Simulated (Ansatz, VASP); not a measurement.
## TaAl: VASP beside Ansatz

Wanted: the spread between two codes on one cell, functional and k mesh. The cell is generated by rule, not measured, and may not be a known phase. The cell is taken from a series of runs on this material, whose earlier steps may have relaxed, scaled, displaced or heated it; both programs get it as it stands.

Calculated with Ansatz 0.2.0; plane waves, with VASP 6.6.1 beside it; PBEsol.

The structure was built from a prototype and need not be the compound's stable phase.

**1. Set-up**

It takes space group Pm-3m (No. 221, cubic). Conventional cell: a = 3.200 Å, b = 3.200 Å, c = 3.200 Å, α = 90.00°, β = 90.00°, γ = 90.00°. Nearest to Al lie 8 Ta at 2.77 Å. Nearest to Ta lie 8 Al at 2.77 Å. Farther neighbours are not listed.

**2. Ansatz: relaxation of cell and atoms, PBEsol**

Ansatz runs on norm-conserving files, of PseudoDojo where its log says so.

The relaxed volume is the usual yardstick between codes: in a stiff, nearly cubic crystal its relative difference is about their pressure difference at one cell divided by the bulk modulus.

The input, input.yaml:

```yaml
crystal:
  lattice:
    - [3.20022785, 0.0, 0.0]
    - [0.0, 3.20022785, 0.0]
    - [0.0, 0.0, 3.20022785]
  atoms:
    - { symbol: Al, position: [0.0, 0.0, 0.0] }
    - { symbol: Ta, position: [0.5, 0.5, 0.5] }
kpoints:
  mp_grid: { grid: [10, 10, 10] }
hamiltonian:
  xc: pbesol
  pseudopotentials: { kind: nc, accuracy: standard }
scf:
  occupations: { method: gaussian, width: 0.1 }
output:
  forces: true
  stress: true
  eigenvalues: true
basis:
  ecutwfc: 680.285
relax:
  adjacent_minimum: "off"
  f_tol: 0.003
  max_steps: 80
  cell: { stress_tol: 0.03 }
```

On the command line:

```bash
$ ansatz run input.yaml --threads 4 --pin off --max-ram 8192MiB --backend cpu --events-out ev --progress --plain --runs-dir out
```

Numbers of over 12 decimals in the logs are rounded to 6 here.

What it wrote:

```text
Warning: basis.ecutwfc = 680.285 eV is below the records' recommended 789.130201 eV, and the density's cutoff is lower with it unless basis.ecutrho_ratio is high enough to keep the records' density cutoff: compare with a run at a higher cutoff
Engine: ansatz 0.2.0, x86_64-unknown-linux-gnu
Pseudopotentials: kind: nc
Pseudopotential: Al, nc, valence charge 3, recommended cutoff 544.227725 eV (normal), Al.nc.azcp (PseudoDojo's, or run here from an input of PseudoDojo's; its table is named by hamiltonian.pseudopotentials.accuracy)
Pseudopotential: Ta, nc, valence charge 13, recommended cutoff 789.130201 eV (normal), Ta.nc.azcp (PseudoDojo's, or run here from an input of PseudoDojo's; its table is named by hamiltonian.pseudopotentials.accuracy)
Functional definition: PBEsol
  exchange = pbesol_x
  correlation = pbesol_c
Crystal: 2 atoms, lattice volume = 32.775 Å³
Basis set: ecut = 680.285 eV, 1357 PW (Γ), exchange–correlation on 60×60×60 points (8 copies of the dense FFT grid, shifted against one another)
Bands: 12, of which v1, the nominal top of the filled ones, is band 8 counted from 1 (7 counted from 0)
Symmetry: 48 space group operations
Space group: Pm-3m (ITA 221), of the structure as read, at distance tolerance 3.2e-5 Å
k-points: 56 of 1000
Non-local potential: Al, projectors of the file, l = 0: 2, l = 1: 2, l = 2: 2
Non-local potential: Ta, projectors of the file, l = 0: 2, l = 1: 2, l = 2: 2, l = 3: 2
Initial density: superposition of atomic densities (chi_scale 0.1, normalization cell, long waves kept (reshape's long-wave potential 0.00 eV rms))
Initial wavefunctions: pseudopotential atomic-orbital guess
Functional: x = pbesol(κ = 0.804, μ = 0.123457), c = pbesol(β = 0.046)
SCF iter   1: F=—  HF=-1834.060069 eV  |F-HF|=—  |Δ(HF+E_count)|=         —  Δρ=3.50e-2  dr2=4.36e-1  ethr=3.10e-3  ⟨swp⟩=5.8  Hψ=4205  notcnv=0
preconditioner: auto → none  [metal: Δε(μ)=0.021 eV  Ē_g=6.595 eV  σ=0.100 eV  W_gap=0.12  n_scr=6 (ndim 8)  ℏωp=18.3 eV  f_vac=0.000  D(μ)=1.90/eV (n_scr^D=18)  sad-step TF]
SCF iter   2: F=—  HF=-1833.951366 eV  |F-HF|=—  |Δ(HF+E_count)|=   1.09e-1  Δρ=2.05e-2  dr2=1.38e-1  ethr=2.72e-3  ⟨swp⟩=2.0  Hψ=1273  notcnv=0  defer=3
SCF iter   3: F=—  HF=-1833.902258 eV  |F-HF|=—  |Δ(HF+E_count)|=   4.91e-2  Δρ=4.67e-3  dr2=1.30e-2  ethr=8.62e-4  ⟨swp⟩=3.0  Hψ=1096  notcnv=0  defer=8
SCF iter   4: F=—  HF=-1833.897825 eV  |F-HF|=—  |Δ(HF+E_count)|=   4.43e-3  Δρ=7.88e-4  dr2=5.67e-5  ethr=8.10e-5  ⟨swp⟩=2.7  Hψ=1057  notcnv=0  defer=8
SCF iter   5: F=—  HF=-1833.897810 eV  |F-HF|=—  |Δ(HF+E_count)|=   1.50e-5  Δρ=1.79e-4  dr2=2.62e-6  ethr=3.54e-7  ⟨swp⟩=2.4  Hψ=1113  notcnv=0  defer=9
SCF iter   6: F=-1833.897810 eV  HF=-1833.897810 eV  |F-HF|=2.81e-8  |Δ(HF+E_count)|=   2.44e-7  Δρ=1.83e-5  dr2=4.99e-8  ethr=6.25e-10  ⟨swp⟩=6.5  Hψ=4229  notcnv=0
SCF 1 converged in 6 iterations: F = -1833.897810 eV  dr2 = 4.99e-8
relax step   1: F+E_penalty+E_count = -1833.89780978 eV  Δ(F+E_penalty+E_count) = +0.000e0 eV  max|allowed force component| = 1.229e-28 eV/Å  Δτ_max = 0.0000 Å  P = -0.562 GPa  Ω = 32.775 Å³  (6 SCF iters, dr2 threshold 1.00e-7 eV, accepted)
[...]
relax step   2: F+E_penalty+E_count = -1833.89815687 eV  Δ(F+E_penalty+E_count) = -3.471e-4 eV  max|allowed force component| = 1.053e-30 eV/Å  Δτ_max = 0.0000 Å  P = +0.776 GPa  Ω = 32.510 Å³  energy of the carried Pulay correction = +5.164e-4 eV  (3 SCF iters, dr2 threshold 2.00e-7 eV, rejected (line search))
[...]
relax step   3: F+E_penalty+E_count = -1833.89822530 eV  Δ(F+E_penalty+E_count) = -4.155e-4 eV  max|allowed force component| = 2.104e-30 eV/Å  Δτ_max = 0.0000 Å  P = -0.004 GPa  Ω = 32.663 Å³  energy of the carried Pulay correction = +2.175e-4 eV  (6 SCF iters, accepted)
[...]
relax step   4: F+E_penalty+E_count = -1833.89800306 eV  Δ(F+E_penalty+E_count) = +2.222e-4 eV  max|allowed force component| = 6.311e-30 eV/Å  Δτ_max = 0.0000 Å  P = -0.016 GPa  Ω = 32.663 Å³  stress off target by 1.56e-2 GPa  SCF on the basis re-selected at this cell (its energy is not comparable with the rows above)  (4 SCF iters)
basis re-selected at this cell: Δ(F+E_penalty+E_count) = +2.222e-4 eV, ΔP = -0.012 GPa vs the last step (what re-selecting the basis moved, of the pressure what is left beyond the Pulay correction that the steps carried, after the strain that the cell walked since its last selection, with what the two solves' SCF thresholds leave and, on support functions, any second-order correction that the steps lacked; it is no m [...]
SCF converged after 4 iterations
Free energy (F): -1833.898003 eV
Harris-Foulkes:  -1833.898003 eV  (|F-HF|=2.27e-13)
Internal energy: -1833.887788 eV  (E = F + TS)
E sigma→0 (E₀):  -1833.892896 eV
Entropy (-TS):   -0.010215 eV (-5.107 meV/atom)
Fermi energy:    14.392074 eV
--- Per-component energies (eV) ---
  E_band       = -137.972678
  E_kinetic    = 491.919195
  E_local      = -1047.232738  (includes V_loc(G=0)·N_el)
  E_nonlocal   = 135.187582
  E_hartree    = 294.982471
  E_xc         = -430.333791
  E_vxc        = -307.811698  (∫ρ·V_xc dr)
  E_ewald      = -1278.410507
  E_smearing   = -0.010215  (= −TS)
  E_closure    = -0.000000  (closes the sum)
  Σ components = -1833.898003   (vs F -1833.898003, Δ=0.00e0)
--- Forces (eV/Å), atoms counted from 1 ---
  atom   1  Al     0.00000000     0.00000000     0.00000000
  atom   2  Ta    -0.00000000     0.00000000     0.00000000
  max |Σ_I F_I| component: 1.26e-29 eV/Å
--- Stress (GPa, compression-positive) ---
       -0.015560       0.000000       0.000000
        0.000000      -0.015560       0.000000
        0.000000       0.000000      -0.015560
  P = ⅓ Tr σ = -0.0156 GPa (-0.156 kbar)
--- Band table (eV; the first three rows and the last of 56) ---
  k-point 0: bands = [... 4 lower, 4.2267, 11.7566, 11.7566, 17.0142, 17.0142, 17.0142, 18.6421, 18.6421]
  k-point 1: bands = [... 4 lower, 4.4141, 11.7575, 11.8424, 16.3744, 16.3744, 17.0559, 18.1301, 19.3679]
  k-point 2: bands = [... 4 lower, 4.9580, 11.5566, 12.0832, 15.4396, 15.4396, 17.1682, 17.4695, 20.5708]
  k-point 55: bands = [... 4 lower, 10.1234, 10.1234, 10.1234, 14.5141, 17.6997, 17.6997, 17.6997, 19.3127]
--- Relaxed structure (3 steps of the walk, 2 accepted, 1 SCFs on fresh bases) ---
  F+E_penalty+E_count = -1833.89800306 eV   max|allowed force component| = 6.311e-30 eV/Å   (the final SCF, on the basis selected at the relaxed cell)
  cell:  # Å, volume = 32.6632 Å³
    - [3.196584, 0, 0.0]
    - [0, 3.196584, 0.0]
    - [0.0, 0.0, 3.196584]
  atoms:
    - { symbol: Al, position: [0, 0.0, 0] }
    - { symbol: Ta, position: [0.5, 0.5, 0.5] }
```

The column dr2 measures how far the density is from self-consistency, as an energy; F and HF (Harris–Foulkes) agree once it is small.

**3. VASP: relaxation of cell and atoms, PBEsol**

The same cell, functional, mesh and smearing now go to VASP, with its own data sets.

Lines of VASP's logs that name or quote its potential files are left out, and so is its time.

The input, INCAR:

```
SYSTEM = TaAl
PREC = Accurate
ENCUT = 500
EDIFF = 1E-07
NELM = 120
ISMEAR = 0
SIGMA = 0.1
LREAL = .FALSE.
ALGO = Normal
GGA = PS
NBANDS = 13
LASPH = .TRUE.
LORBIT = 11
LWAVE = .FALSE.
LCHARG = .FALSE.
ISIF = 3
IBRION = 2
NSW = 80
EDIFFG = -0.005
GGA_COMPAT = .FALSE.
NELMIN = 4
```

The input, POSCAR:

```
TaAl
1.0
    3.2002280000      0.0000000000      0.0000000000
    0.0000000000      3.2002280000      0.0000000000
    0.0000000000      0.0000000000      3.2002280000
Al Ta
1 1
Direct
    0.0000000000      0.0000000000      0.0000000000
    0.5000000000      0.5000000000      0.5000000000
```

The input, KPOINTS:

```
Automatic mesh
0
Gamma
10 10 10
0 0 0
```

The projector-augmented-wave data sets are Al and Ta_pv (PBE family, release 64).

On the command line:

```bash
$ mpirun -np 1 vasp_std
```

What it wrote:

```text
[banner, memory and clock lines left out]
running    1 mpi-ranks, on    1 nodes
 distrk:  each k-point on    1 cores,    1 groups
 distr:  one band on    1 cores,    1 groups

 POSCAR found type information on POSCAR AlTa
 POSCAR found :  2 types and       2 ions
|                                                                             |
|               ----> ADVICE to this user running VASP <----                  |
|                                                                             |
|     You enforced a specific xc type in the INCAR file but a different       |
|     [... a line on the potential file left out ...]
|     I HOPE YOU KNOW WHAT YOU ARE DOING!                                     |
|                                                                             |

 LDA part: xc-table for (Slater+PW92), standard interpolation
 POSCAR, INCAR and KPOINTS ok, starting setup
 FFT: planning ... GRIDC
 FFT: planning ... GRID_SOFT
 FFT: planning ... GRID
 WAVECAR not read
 entering main loop
       N       E                     dE             d eps       ncg     rms          rms(c)
DAV:   1     0.654262330087E+02    0.65426E+02   -0.70979E+03  1456   0.944E+02
DAV:   2    -0.154725130285E+02   -0.80899E+02   -0.77989E+02  1711   0.243E+02
DAV:   3    -0.171981703481E+02   -0.17257E+01   -0.16901E+01  1854   0.324E+01
DAV:   4    -0.172140866185E+02   -0.15916E-01   -0.15909E-01  1686   0.342E+00
DAV:   5    -0.172143215953E+02   -0.23498E-03   -0.23497E-03  1816   0.427E-01    0.135E+01
DAV:   6    -0.165494407560E+02    0.66488E+00   -0.10049E+00  1596   0.897E+00    0.573E+00
DAV:   7    -0.164617071873E+02    0.87734E-01   -0.19136E-01  1696   0.379E+00    0.136E+00
DAV:   8    -0.164503724447E+02    0.11335E-01   -0.10565E-02  1656   0.608E-01    0.271E-01
DAV:   9    -0.164501401654E+02    0.23228E-03   -0.30068E-04  1826   0.133E-01    0.127E-01
DAV:  10    -0.164501384672E+02    0.16982E-05   -0.20675E-05  1721   0.482E-02    0.555E-03
DAV:  11    -0.164501379717E+02    0.49555E-06   -0.30801E-06  1706   0.115E-02    0.264E-03
DAV:  12    -0.164501373052E+02    0.66650E-06   -0.36772E-07  1651   0.618E-03    0.351E-04
DAV:  13    -0.164501372998E+02    0.53356E-08   -0.58122E-09   818   0.671E-04
   1 F= -.16450137E+02 E0= -.16445054E+02  d E =-.164501E+02
 curvature:   0.00 expect dE= 0.000E+00 dE for cont linesearch  0.000E+00
 trial: gam= 0.00000 g(F)=  0.000E+00 g(S)=  0.521E-03 ort = 0.000E+00 (trialstep = 0.100E+01)
 search vector abs. value=  0.521E-03
 bond charge predicted
       N       E                     dE             d eps       ncg     rms          rms(c)
DAV:   1    -0.164529841993E+02   -0.28469E-02   -0.76825E-02  1491   0.313E+00    0.444E-01
DAV:   2    -0.164503451708E+02    0.26390E-02   -0.43999E-03  1496   0.663E-01    0.121E-01
DAV:   3    -0.164500602669E+02    0.28490E-03   -0.77253E-04  1696   0.264E-01    0.447E-02
DAV:   4    -0.164500387614E+02    0.21506E-04   -0.68999E-05  1676   0.660E-02    0.119E-02
DAV:   5    -0.164500403279E+02   -0.15665E-05   -0.50644E-06  1799   0.231E-02    0.853E-03
DAV:   6    -0.164500408947E+02   -0.56682E-06   -0.32846E-07  1691   0.542E-03    0.798E-04
DAV:   7    -0.164500408709E+02    0.23762E-07   -0.10398E-08   803   0.888E-04
   2 F= -.16450041E+02 E0= -.16444979E+02  d E =0.964289E-04
 trial-energy change:    0.000096  1 .order    0.000103   -0.000521    0.000727
 step:   0.4252(harm=  0.4174)  dis= 0.00000  next Energy=   -16.450249 (dE=-0.111E-03)
 bond charge predicted
       N       E                     dE             d eps       ncg     rms          rms(c)
DAV:   1    -0.164512291027E+02   -0.11882E-02   -0.25490E-02  1491   0.181E+00    0.256E-01
DAV:   2    -0.164503519083E+02    0.87719E-03   -0.14810E-03  1496   0.383E-01    0.689E-02
DAV:   3    -0.164502585196E+02    0.93389E-04   -0.25143E-04  1696   0.150E-01    0.253E-02
DAV:   4    -0.164502494795E+02    0.90400E-05   -0.22876E-05  1671   0.382E-02    0.690E-03
DAV:   5    -0.164502492456E+02    0.23393E-06   -0.15594E-06  1812   0.127E-02    0.482E-03
DAV:   6    -0.164502490190E+02    0.22662E-06   -0.93462E-08  1136   0.292E-03    0.432E-04
DAV:   7    -0.164502490333E+02   -0.14349E-07   -0.94624E-09   768   0.888E-04
   3 F= -.16450249E+02 E0= -.16445175E+02  d E =-.111733E-03
 curvature:  -0.21 expect dE=-0.283E-07 dE for cont linesearch -0.283E-07
 trial: gam= 0.00000 g(F)=  0.111E-66 g(S)=  0.136E-06 ort =-0.841E-05 (trialstep = 0.885E+00)
 search vector abs. value=  0.136E-06
 reached required accuracy - stopping structural energy minimisation
```

From OUTCAR (step 3):

```text
ion  position               nearest neighbor table
   1  0.000  0.000  0.000-   2 2.77   2 2.77   2 2.77   2 2.77   2 2.77   2 2.77   2 2.77   2 2.77

  LATTYP: Found a simple cubic cell.
 ALAT       =     3.2002280000

 Subroutine GETGRP returns: Found 48 space group operations
 (whereof 48 operations were pure point group operations)

The static configuration has the point symmetry O_h .

 Found     56 irreducible k-points:

   k-points           NKPTS =     56   k-points in BZ     NKDIM =     56   number of bands    NBANDS=     13

   dimension x,y,z NGX =    24 NGY =   24 NGZ =   24
   dimension x,y,z NGXF=    48 NGYF=   48 NGZF=   48

   ENCUT  =  500.0 eV  36.75 Ry    6.06 a.u.   5.83  5.83  5.83*2*pi/ulx,y,z

   NELECT =      14.0000    total number of electrons

 k-points in reciprocal lattice and weights: Automatic mesh
   0.00000000  0.00000000  0.00000000       0.001
   0.10000000  0.00000000  0.00000000       0.006
   0.20000000  0.00000000  0.00000000       0.006
   0.30000000  0.00000000  0.00000000       0.006
   0.40000000  0.00000000  0.00000000       0.006
   0.50000000  0.00000000  0.00000000       0.003
   0.10000000  0.10000000  0.00000000       0.012
   0.20000000  0.10000000  0.00000000       0.024
   0.30000000  0.10000000  0.00000000       0.024
[...]
0.50000000  0.50000000  0.40000000       0.006
   0.50000000  0.50000000  0.50000000       0.001

 average (electrostatic) potential at core
       1 -72.3238       2 -35.0614

 E-fermi :   7.2694

 k-point     1 :       0.0000    0.0000    0.0000
  band No.  band energies     occupation
    ...
      2     -26.8940      2.00000
      3     -26.8940      2.00000
      4      -2.8935      2.00000
      5       4.6325      2.00000
      6       4.6325      2.00000
      7       9.8825      0.00000
      8       9.8825      0.00000
      9       9.8825      0.00000
     10      11.5465      0.00000
     11      11.5465      0.00000
    ...

 k-point     2 :       0.1000    0.0000    0.0000
  band No.  band energies     occupation
    ...
      2     -26.8914      2.00000
      3     -26.8914      2.00000
      4      -2.7056      2.00000
      5       4.6340      2.00000
      6       4.7184      2.00000
      7       9.2493      0.00000
      8       9.2493      0.00000
      9       9.9243      0.00000
     10      11.0313      0.00000
     11      12.2667      0.00000
    ...

 k-point     3 :       0.2000    0.0000    0.0000
  band No.  band energies     occupation
    ...
      2     -26.8847      2.00000
      3     -26.8847      2.00000
      4      -2.1605      2.00000
      5       4.4354      2.00000
      6       4.9593      2.00000
      7       8.3169      0.00000
      8       8.3169      0.00000
      9      10.0366      0.00000
     10      10.3652      0.00000
     11      13.4699      0.00000
    ...

  Total        0.0013696      0.0013696      0.0013696      0.0000000     -0.0000000      0.0000000
  in kB        0.0671283      0.0671283      0.0671283      0.0000000     -0.0000000      0.0000000
  external PRESSURE =       0.0671283 kB  Pullay stress =       0.0000000 kB

  energy-cutoff  :      500.00
  volume of cell :       32.69
      direct lattice vectors                 reciprocal lattice vectors
     3.197442959  0.000000000 -0.000000000     0.312749911 -0.000000000 -0.000000000
     0.000000000  3.197442959 -0.000000000    -0.000000000  0.312749911 -0.000000000
     0.000000000  0.000000000  3.197442959     0.000000000  0.000000000  0.312749911

 POSITION                                       TOTAL-FORCE (eV/Angst)
 -----------------------------------------------------------------------------------
      0.00000      0.00000      0.00000        -0.000000     -0.000000      0.000000
      1.59872      1.59872      1.59872         0.000000      0.000000      0.000000
 -----------------------------------------------------------------------------------
    total drift:                                0.000000     -0.000000     -0.000000

  FREE ENERGIE OF THE ION-ELECTRON SYSTEM (eV)
  ---------------------------------------------------
  free  energy   TOTEN  =       -16.4502490333 eV

  energy  without entropy=      -16.4401007698  energy(sigma->0) =      -16.44517490

 reached required accuracy - stopping structural energy minimisation

 total charge
# of ion       s       p       d       tot
------------------------------------------
    1        0.410   0.426   0.000   0.835
    2        0.343   6.141   2.409   8.893
--------------------------------------------------
tot          0.753   6.566   2.409   9.728

[... 3 further parts left out ...]
```

CONTCAR:

```
TaAl
   1.00000000000000
     3.1974429587949920    0.0000000000000000   -0.0000000000000000
     0.0000000000000000    3.1974429587949920   -0.0000000000000000
     0.0000000000000000    0.0000000000000000    3.1974429587949920
  Al              Ta
     1     1
Direct
     0.0000000000000000    0.0000000000000000    0.0000000000000000
     0.5000000000000000    0.5000000000000000    0.5000000000000000
```

**4. Differences**

Known differences besides the potentials themselves: the data sets hold 16 valence electrons in Ansatz (on norm-conserving files, of PseudoDojo where its log says so) and 14 in VASP; the cutoff is 680.285 eV in Ansatz and 500 eV in VASP; Ansatz adds a Pulay correction to the stress that steers its cell, VASP none; Ansatz's log warns that its cutoff lies below the recommended one. Total energies have different zeros and are not compared.

The two programs side by side:

```tsv
quantity	Ansatz	VASP	difference
volume (Å³)	32.66	32.69	-0.08 %
edge a after relaxation, in the typed setting (Å)	3.197	3.197	-0.03 %
```

**5. What came out**

```
difference in volume (relaxation of cell and atoms, PBEsol) : -0.081 %
```

The difference in volume is -0.081 % (relaxation of cell and atoms, PBEsol), within the 1.2 % picked in this series as the mark of a large difference, as far as the stopping tolerances let one tell. The data sets hold unlike numbers of valence electrons (16 in Ansatz and 14 in VASP), so part of the differences may come from the potentials. Such differences can come from data sets, numerical settings and the points named under the comparisons, not from the functional's error against experiment.

[Lines on the potential files, build, host, timing and source positions are cut from VASP's logs without a mark.]

[Logs are printed without paths, hosts, clocks, repeated set-up lines and the standing remarks that a program may print on its own settings, such as how far it seeks lower states.]

[Hosts, paths, dates, database ids (printed as entryN), source tags and the programs' standing remarks are cut or masked in the printed files.]
